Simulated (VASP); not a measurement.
# TiTe2: structure and properties in VASP, part 6 of 6

What structure does TiTe2 take at this level, and what are its properties? The start is a cell from a database of measured crystal structures.

VASP 6.6.1; MS2, no spin polarisation; plane waves and PAW (Te, Ti_sv).

Still holding for the runs below: This run has no spin polarisation, although Ti can carry a moment. The k-mesh is coarse for a metal.

So far. Step 14 (Volume scan with MS2 (run 7)): The pressure falls from -2.42 to -3.43 GPa. The parabola predicted -3.45 GPa, -0.02 GPa off. Step 16 (Fit for MS2): The fitted volume lies +0.22 % from the relaxed one. At a finite cutoff and mesh the minimum of the energy and the zero of the stress don't quite coincide, and the relaxation stops at a threshold. The relaxed cell has a = 3.755, c = 6.446 Å (conventional setting).

## (17) Field gradients at the nuclei (MS2)

This step: MS2, no spin polarisation; plane waves and PAW (Te, Ti_sv) (VASP 6.6.1).

Field gradients probe how far the charge around each nucleus departs from cubic symmetry; LASPH keeps the non-spherical terms inside the spheres.

INCAR

```
SYSTEM = TiTe2
PREC = Accurate
ENCUT = 400
EDIFF = 1E-07
NELM = 100
ISMEAR = 0
SIGMA = 0.05
LREAL = .FALSE.
ALGO = Normal
METAGGA = MS2
LASPH = .TRUE.
LORBIT = 11
LWAVE = .FALSE.
LCHARG = .FALSE.
LEFG = .TRUE.
```

POSCAR

```
TiTe2
1.0
    3.7546070291      0.0000000000      0.0000000000
   -1.8773035146      3.2515850685      0.0000000000
    0.0000000000      0.0000000000      6.4464349873
Te Ti
2 1
Direct
    0.3333333333      0.6666666667      0.7366472200
    0.6666666667      0.3333333333      0.2633527800
    0.0000000000      0.0000000000      0.0000000000
```

KPOINTS

```
Automatic mesh
0
Gamma
7 7 4
0 0 0
```

PAW data sets: Te and Ti_sv (PBE family, release 64).

The run is started by

```bash
$ mpirun -np 1 vasp_std
```

Log:

```text
[... set-up lines as in an earlier step ...]
 entering main loop
       N       E                     dE             d eps       ncg     rms          rms(c)
[... 24 cycles as in an earlier step ...]
DAV:  25    -0.125688305656E+02   -0.11174E-04   -0.44455E-06  1064   0.224E-02    0.217E-03
DAV:  26    -0.125688418449E+02   -0.11279E-04   -0.67978E-06  1232   0.210E-02    0.162E-03
DAV:  27    -0.125688430684E+02   -0.12235E-05   -0.18213E-06  1000   0.133E-02    0.114E-03
DAV:  28    -0.125688445432E+02   -0.14748E-05   -0.10530E-06  1120   0.940E-03    0.810E-04
DAV:  29    -0.125688464422E+02   -0.18990E-05   -0.10446E-07   576   0.379E-03    0.127E-03
DAV:  30    -0.125688456273E+02    0.81490E-06   -0.29045E-08   464   0.127E-03    0.108E-03
DAV:  31    -0.125688452926E+02    0.33469E-06   -0.95921E-09   496   0.822E-04    0.978E-04
DAV:  32    -0.125688438410E+02    0.14516E-05   -0.95609E-08   552   0.227E-03    0.728E-04
DAV:  33    -0.125688426258E+02    0.12152E-05   -0.28378E-08   496   0.149E-03    0.307E-04
DAV:  34    -0.125688427609E+02   -0.13506E-06   -0.85690E-09   464   0.791E-04    0.397E-04
DAV:  35    -0.125688419998E+02    0.76103E-06   -0.24471E-08   496   0.119E-03    0.258E-04
DAV:  36    -0.125688418674E+02    0.13248E-06   -0.77105E-09   480   0.926E-04    0.207E-04
DAV:  37    -0.125688416091E+02    0.25828E-06   -0.39672E-09   480   0.562E-04    0.163E-04
DAV:  38    -0.125688413973E+02    0.21175E-06   -0.35134E-09   480   0.460E-04    0.106E-04
DAV:  39    -0.125688413650E+02    0.32341E-07   -0.14083E-09   496   0.316E-04
ion   1
     0.0000000    -0.0000000    -0.0000000     0.4276051    -0.0000000    -0.0000000
     0.0000585    -0.0000000    -0.0000000     0.4276051    -0.0000000    -0.0000000
     0.0000806    -0.0000000    -0.0000000     0.4276051    -0.0000000    -0.0000000
     0.0001110    -0.0000000    -0.0000000     0.4276051    -0.0000000    -0.0000000
     0.0001528    -0.0000000    -0.0000000     0.4276051    -0.0000000    -0.0000000

     0.0000000    -0.0000000    -0.0000000    36.8686559    -0.0000000    -0.0000001
     0.0000585    -0.0000000    -0.0000000    36.8605514    -0.0000000    -0.0000001
     0.0000806    -0.0000000    -0.0000000    36.8562829    -0.0000000    -0.0000001
     0.0001110    -0.0000000    -0.0000000    36.8495178    -0.0000000    -0.0000001
     0.0001528    -0.0000000    -0.0000000    36.8388416    -0.0000000    -0.0000001

ion   2
     0.0000000    -0.0000000    -0.0000000     0.4276051    -0.0000000    -0.0000000
     0.0000585    -0.0000000    -0.0000000     0.4276051    -0.0000000    -0.0000000
     0.0000806    -0.0000000    -0.0000000     0.4276051    -0.0000000    -0.0000000
     0.0001110    -0.0000000    -0.0000000     0.4276051    -0.0000000    -0.0000000
     0.0001528    -0.0000000    -0.0000000     0.4276051    -0.0000000    -0.0000000

     0.0000000    -0.0000000    -0.0000000    36.8686559    -0.0000000    -0.0000001
     0.0000585    -0.0000000    -0.0000000    36.8605514    -0.0000000    -0.0000001
     0.0000806    -0.0000000    -0.0000000    36.8562829    -0.0000000    -0.0000001
     0.0001110    -0.0000000    -0.0000000    36.8495178    -0.0000000    -0.0000001
     0.0001528    -0.0000000    -0.0000000    36.8388416    -0.0000000    -0.0000001

ion   3
     0.0000000    -0.0000000    -0.0000000     1.5584251    -0.0000000    -0.0000000
     0.0000422    -0.0000000    -0.0000000     1.5584251    -0.0000000    -0.0000000
     0.0000581    -0.0000000    -0.0000000     1.5584251    -0.0000000    -0.0000000
     0.0000800    -0.0000000    -0.0000000     1.5584251    -0.0000000    -0.0000000
     0.0001102    -0.0000000    -0.0000000     1.5584251    -0.0000000    -0.0000000

     0.0000000    -0.0000001    -0.0000000    19.9103836    -0.0000000    -0.0000001
     0.0000422    -0.0000001    -0.0000000    19.9102832    -0.0000000    -0.0000001
     0.0000581    -0.0000001    -0.0000000    19.9102267    -0.0000000    -0.0000001
     0.0000800    -0.0000001    -0.0000000    19.9101352    -0.0000000    -0.0000001
     0.0001102    -0.0000001    -0.0000000    19.9099882    -0.0000000    -0.0000001

   1 F= -.12568841E+02 E0= -.12568075E+02  d E =-.153232E-02
```

Elapsed: 3.2 min, on 1 MPI rank of Intel Xeon Platinum 8488C (Sapphire Rapids), shared host; peak memory 0.18 GiB.

Parts of OUTCAR (step 17):

```text
   NELECT =      24.0000    total number of electrons

 E-fermi :   7.0972

 k-point     2 :       0.1429    0.0000    0.0000
  band No.  band energies     occupation
    ...
      7       1.8194      2.00000
      8       4.6817      2.00000
      9       5.2436      2.00000
     10       6.1049      2.00000
     11       6.8930      2.00000
     12       7.3102      0.00000
     13       7.4713      0.00000
     14       8.2321      0.00000
     15       8.4377      0.00000
     16       9.8581      0.00000

  Total       -0.0060739     -0.0060739      0.0028447      0.0000000     -0.0000000     -0.0000000
  in kB       -0.1236519     -0.1236519      0.0579114      0.0000000     -0.0000000     -0.0000000
  external PRESSURE =      -0.0631308 kB  Pullay stress =       0.0000000 kB

 POSITION                                       TOTAL-FORCE (eV/Angst)
 -----------------------------------------------------------------------------------
     -0.00000      2.16772      4.74875        -0.000000      0.000000     -0.006252
      1.87730      1.08386      1.69769         0.000000     -0.000000      0.006252
      0.00000      0.00000      0.00000        -0.000000      0.000000     -0.000000
 -----------------------------------------------------------------------------------
    total drift:                               -0.000000      0.000000     -0.000000

  FREE ENERGIE OF THE ION-ELECTRON SYSTEM (eV)
  ---------------------------------------------------
  free  energy   TOTEN  =       -12.5688413650 eV

  energy  without entropy=      -12.5673090494  energy(sigma->0) =      -12.56807521

 Electric field gradients after diagonalization (V/A^2)
 (convention: |V_zz| > |V_xx| > |V_yy|)
----------------------------------------------------------------------
 ion       V_xx      V_yy      V_zz     asymmetry (V_yy - V_xx)/ V_zz
----------------------------------------------------------------------
   1      23.156    23.155   -46.311       0.000
   2      23.156    23.155   -46.311       0.000
   3      12.197    12.193   -24.390       0.000
----------------------------------------------------------------------

[... 11 parts as in an earlier step ...]

[... 6 further parts left out ...]
```

Numbers from this step:

```
SCF cycles              : 39
free energy (TOTEN)     : -12.57 eV
energy at zero smearing : -12.57 eV
Fermi energy            : 7.097 eV
pressure                : -0.006313 GPa
```

Electric field gradients, by row:

```
atom  Vxx (V/Å²)  Vyy (V/Å²)  Vzz (V/Å²)  asymmetry
 Te1       23.16       23.16      -46.31          0
 Te2       23.16       23.16      -46.31          0
 Ti3        12.2       12.19      -24.39          0
```

The largest gradient, -46.31 V/Å², sits on Te1 and like sites; the stable nuclei of Te have no quadrupole moment in their ground state, so NMR and NQR don't see it.

## (18) Zone-centre phonons (MS2)

Zone-centre modes test whether the atoms sit at a minimum within this cell. IBRION = 6 takes the force constants from differences of forces between displaced cells, so the forces must be tight.

INCAR, as its differences from that of step 17:

```diff
@@ -3,3 +3,3 @@
 ENCUT = 400
-EDIFF = 1E-07
+EDIFF = 1E-08
 NELM = 100
@@ -14,2 +14,6 @@
 LCHARG = .FALSE.
-LEFG = .TRUE.
+IBRION = 6
+NFREE = 2
+POTIM = 0.015
+ISIF = 2
+NSW = 1
```

POSCAR is that of step 17.

KPOINTS is that of step 17.

The run is started by

```bash
$ mpirun -np 1 vasp_std
```

Log:

```text
[... set-up lines as in an earlier step ...]
 entering main loop
       N       E                     dE             d eps       ncg     rms          rms(c)
[... 27 cycles as in an earlier step ...]
DAV:  28    -0.125688445433E+02   -0.14749E-05   -0.10538E-06  1144   0.940E-03    0.805E-04
DAV:  29    -0.125688465020E+02   -0.19588E-05   -0.11104E-07   976   0.374E-03    0.129E-03
DAV:  30    -0.125688456679E+02    0.83419E-06   -0.28316E-08   976   0.101E-03    0.120E-03
DAV:  31    -0.125688442248E+02    0.14431E-05   -0.49014E-08  1248   0.142E-03    0.873E-04
[...]
DAV:  44    -0.125688409504E+02   -0.14546E-07   -0.60223E-11   496   0.103E-04    0.231E-05
DAV:  45    -0.125688409036E+02    0.46774E-07   -0.73178E-11   480   0.666E-05    0.194E-05
DAV:  46    -0.125688409052E+02   -0.16294E-08   -0.22048E-11   496   0.629E-05
   1 F= -.12568841E+02 E0= -.12568075E+02  d E =-.153230E-02
[... from here on, the cycles between the ionic steps are left out ...]
   2 F= -.12568367E+02 E0= -.12567601E+02  d E =-.153115E-02
   3 F= -.12568366E+02 E0= -.12567601E+02  d E =-.153118E-02
   4 F= -.12567914E+02 E0= -.12567161E+02  d E =-.150560E-02
   5 F= -.12567907E+02 E0= -.12567128E+02  d E =-.155897E-02
   6 F= -.12568236E+02 E0= -.12567469E+02  d E =-.153425E-02
   7 F= -.12568237E+02 E0= -.12567469E+02  d E =-.153426E-02
[...]
hard stop encountered!  aborting job ...
[...]
|     The electronic self-consistency was not achieved in the given           |
[...]
soft stop encountered!  aborting job ...
   8 F= -.12567431E+02 E0= -.12566661E+02  d E =-.153897E-02
 deleting file STOPCAR
```

The job ended after 20 min (1 MPI rank; peak memory 0.28 GiB).

The run was stopped at its time limit, by a STOPCAR file.

More ranks or a longer limit would be the way on.

## (19) Bands along the symmetry lines (MS2), changed input

The mesh alone shows little of the dispersion and can miss band extrema, so KPOINTS_OPT adds a path through the symmetry points after the self-consistent cycle. Some settings are moved from the usual, to see what they do.

INCAR

```
SYSTEM = TiTe2
PREC = Accurate
ENCUT = 400
EDIFF = 1E-06
NELM = 100
ISMEAR = 0
SIGMA = 0.05
LREAL = .FALSE.
ALGO = Normal
METAGGA = MS2
LASPH = .TRUE.
LORBIT = 11
LWAVE = .FALSE.
LCHARG = .FALSE.
```

POSCAR is that of step 18.

KPOINTS

```
Automatic mesh
0
Gamma
4 4 2
0 0 0
```

KPOINTS_OPT

```
Line mode
16
Line-mode
Reciprocal
  0.00000000   0.00000000   0.00000000 GAMMA
  0.50000000   0.00000000   0.00000000 M

  0.50000000   0.00000000   0.00000000 M
  0.33333333   0.33333333   0.00000000 K

  0.33333333   0.33333333   0.00000000 K
  0.00000000   0.00000000   0.00000000 GAMMA

  0.00000000   0.00000000   0.00000000 GAMMA
  0.00000000   0.00000000   0.50000000 A

  0.00000000   0.00000000   0.50000000 A
  0.50000000   0.00000000   0.50000000 L

  0.50000000   0.00000000   0.50000000 L
  0.33333333   0.33333333   0.50000000 H

  0.33333333   0.33333333   0.50000000 H
  0.00000000   0.00000000   0.50000000 A

  0.50000000   0.00000000   0.50000000 L
  0.50000000   0.00000000   0.00000000 M

  0.33333333   0.33333333   0.00000000 K
  0.33333333   0.33333333   0.50000000 H
```

The run is started by

```bash
$ mpirun -np 1 vasp_std
```

Log:

```text
[... set-up lines as in an earlier step ...]
 entering main loop
       N       E                     dE             d eps       ncg     rms          rms(c)
DAV:   1     0.126769463988E+03    0.12677E+03   -0.91006E+03   264   0.109E+03
DAV:   2    -0.169657343167E+02   -0.14374E+03   -0.14207E+03   280   0.284E+02
DAV:   3    -0.290468310947E+02   -0.12081E+02   -0.12033E+02   448   0.806E+01
DAV:   4    -0.292633989335E+02   -0.21657E+00   -0.21642E+00   296   0.112E+01
DAV:   5    -0.292747459496E+02   -0.11347E-01   -0.11345E-01   424   0.230E+00    0.160E+01
DAV:   6    -0.138531790476E+02    0.15422E+02   -0.53857E+01   352   0.568E+01    0.110E+01
DAV:   7    -0.131801693490E+02    0.67301E+00   -0.37443E+01   312   0.294E+01    0.657E+00
DAV:   8    -0.126907737646E+02    0.48940E+00   -0.70575E+00   328   0.164E+01    0.475E+00
DAV:   9    -0.125442612719E+02    0.14651E+00   -0.23178E+00   304   0.165E+01    0.812E-01
DAV:  10    -0.124942651082E+02    0.49996E-01   -0.37955E-01   296   0.655E+00    0.102E+00
DAV:  11    -0.124937899872E+02    0.47512E-03   -0.57576E-02   264   0.278E+00    0.507E-01
DAV:  12    -0.124969397951E+02   -0.31498E-02   -0.50197E-03   360   0.709E-01    0.488E-01
DAV:  13    -0.125043162032E+02   -0.73764E-02   -0.28447E-02   424   0.126E+00    0.242E-01
DAV:  14    -0.125037697972E+02    0.54641E-03   -0.98569E-03   360   0.862E-01    0.166E-01
DAV:  15    -0.125030945509E+02    0.67525E-03   -0.22113E-03   304   0.487E-01    0.188E-01
DAV:  16    -0.125034234576E+02   -0.32891E-03   -0.20267E-04   288   0.151E-01    0.136E-01
DAV:  17    -0.125040232706E+02   -0.59981E-03   -0.61105E-04   448   0.171E-01    0.127E-01
DAV:  18    -0.125043912549E+02   -0.36798E-03   -0.52058E-05   304   0.586E-02    0.851E-02
DAV:  19    -0.125045842947E+02   -0.19304E-03   -0.15265E-04   408   0.835E-02    0.719E-02
DAV:  20    -0.125047475698E+02   -0.16328E-03   -0.32557E-05   408   0.405E-02    0.506E-02
DAV:  21    -0.125050037875E+02   -0.25622E-03   -0.43438E-04   432   0.137E-01    0.296E-02
DAV:  22    -0.125050579218E+02   -0.54134E-04   -0.39354E-05   320   0.631E-02    0.641E-03
DAV:  23    -0.125050979566E+02   -0.40035E-04   -0.77984E-05   344   0.689E-02    0.642E-03
DAV:  24    -0.125051054643E+02   -0.75077E-05   -0.17615E-05   296   0.416E-02    0.283E-03
DAV:  25    -0.125051153255E+02   -0.98612E-05   -0.14530E-05   336   0.331E-02    0.217E-03
DAV:  26    -0.125051168605E+02   -0.15350E-05   -0.36666E-06   272   0.202E-02    0.331E-03
DAV:  27    -0.125051108048E+02    0.60557E-05   -0.68337E-07   144   0.624E-03    0.205E-03
DAV:  28    -0.125051111336E+02   -0.32879E-06   -0.10126E-07   128   0.292E-03
   1 F= -.12505111E+02 E0= -.12503906E+02  d E =-.241035E-02
 Start KPOINTS_OPT (optional k-point list driver)
k-point batch [1-8\144]
       N       E                     dE             ncg
DAV:   1    -0.376554304415E+03   -0.13018E+04      256
DAV:   2    -0.172415426136E+04   -0.13476E+04      312
DAV:   3    -0.181403403081E+04   -0.89880E+02      464
DAV:   4    -0.181599087847E+04   -0.19568E+01      264
DAV:   5    -0.181608942564E+04   -0.98547E-01      448
DAV:   6    -0.181608984164E+04   -0.41600E-03      256
DAV:   7    -0.181608985378E+04   -0.12138E-04      448
DAV:   8    -0.181608985386E+04   -0.76302E-07      224
[...]
k-point batch [137-144\144]
       N       E                     dE             ncg
DAV:   1    -0.628323031384E+03   -0.68894E+04      264
DAV:   2    -0.183825229160E+04   -0.12099E+04      272
DAV:   3    -0.193295896387E+04   -0.94707E+02      416
DAV:   4    -0.193444210943E+04   -0.14831E+01      288
DAV:   5    -0.193449831228E+04   -0.56203E-01      408
DAV:   6    -0.193449869385E+04   -0.38157E-03      312
DAV:   7    -0.193449870358E+04   -0.97328E-05      416
DAV:   8    -0.193449870368E+04   -0.10511E-06      208
```

It took 3.4 min on 1 MPI rank; peak memory 0.18 GiB.

Parts of OUTCAR (step 19):

```text
   k-points           NKPTS =      8   k-points in BZ     NKDIM =      8   number of bands    NBANDS=     16

   NELECT =      24.0000    total number of electrons

 E-fermi :   7.1361

 k-point     1 :       0.0000    0.0000    0.0000
  band No.  band energies     occupation
    ...
      5      -5.6051      2.00000
      6      -3.9676      2.00000
      7       1.5449      2.00000
      8       5.2257      2.00000
      9       5.2258      2.00000
     10       7.5350      0.00000
     11       7.5423      0.00000
     12       7.5424      0.00000
     13       7.6088      0.00000
     14       8.1074      0.00000
    ...

  Total       -0.0572666     -0.0572666      0.1905993      0.0000000     -0.0000000      0.0000000
  in kB       -1.1658237     -1.1658237      3.8801871      0.0000000     -0.0000000      0.0000000
  external PRESSURE =       0.5161799 kB  Pullay stress =       0.0000000 kB

 POSITION                                       TOTAL-FORCE (eV/Angst)
 -----------------------------------------------------------------------------------
     -0.00000      2.16772      4.74875        -0.000000      0.000000     -0.042894
      1.87730      1.08386      1.69769         0.000000     -0.000000      0.042894
      0.00000      0.00000      0.00000        -0.000000      0.000000     -0.000000
 -----------------------------------------------------------------------------------
    total drift:                               -0.000000     -0.000000     -0.000000

  FREE ENERGIE OF THE ION-ELECTRON SYSTEM (eV)
  ---------------------------------------------------
  free  energy   TOTEN  =       -12.5051111336 eV

  energy  without entropy=      -12.5027007797  energy(sigma->0) =      -12.50390596

[... 6 parts as in an earlier step ...]

[... 10 further parts left out ...]
```

The run converged; its settings lie outside those of the reference runs, so its numbers are set aside.

Against the sound run on this cell (bands along the symmetry lines (MS2)) the energy at zero smearing moves by +21.4 meV an atom and the pressure by +0.05 GPa.

Settings moved from the usual: k-mesh = 4×4×2.

The mesh holds 8 irreducible points against 28.

## (20) What came out

| Property | Result |
| --- | --- |
| relaxed volume | 26.23 Å³/atom |
| relaxed conventional cell a, b, c | 3.755, 3.755, 6.446 Å; angles 90.0, 90.0, 120.0° |
| space group after relaxing, within 0.02 Å | P-3m1 (No. 164) |
| band gap | none, a metal |
| DOS at the Fermi level | 1.17 states/eV/cell |
| bulk modulus from the fit | 65.4 GPa |
| volume from the fit | 26.3 Å³/atom |
| largest field gradient Vzz | -46.31 V/Å² on Te1 |

With MS2, TiTe2 relaxes to 26.23 Å³/atom in space group P-3m1 (held by the symmetry of the run), comes out as a metal and has a bulk modulus of 65.4 GPa at fixed shape and positions, an upper bound. Against the listed cell the volume lies -2.0 % (a -0.6 %, c -0.8 %). Not obtained: elastic tensor by finite strains (MS2), because the run crashed. Not obtained: zone-centre phonons (MS2), because the run hit its time limit. Bands along the symmetry lines (MS2): Of the bands kept, 4 cross the Fermi level on this path. Spin-orbit coupling is left out, and with elements this heavy it would split and shift bands near the Fermi level. The k-sampling is coarse for a metal, so the Fermi level, pressures and the shape of the cell carry errors. Magnetism was not tested. The bonds form layers, and without a dispersion term the spacing between them, and what depends on it, is unreliable. No search among competing phases was made, and a listed structure need not be the one stable at ambient conditions. All values are for a static lattice at zero temperature.

[Lines on the potential files, build, host, timing and source positions are cut from VASP's logs without a mark.]

[Logs are printed without paths, hosts, clocks, repeated set-up lines and the standing remarks that a program may print on its own settings, such as how far it seeks lower states.]

[Hosts, paths, dates, database ids (printed as entryN), source tags and the programs' standing remarks are cut or masked in the printed files.]

[A measured line is paired with the nearest computed mode of its activity, which favours agreement.]
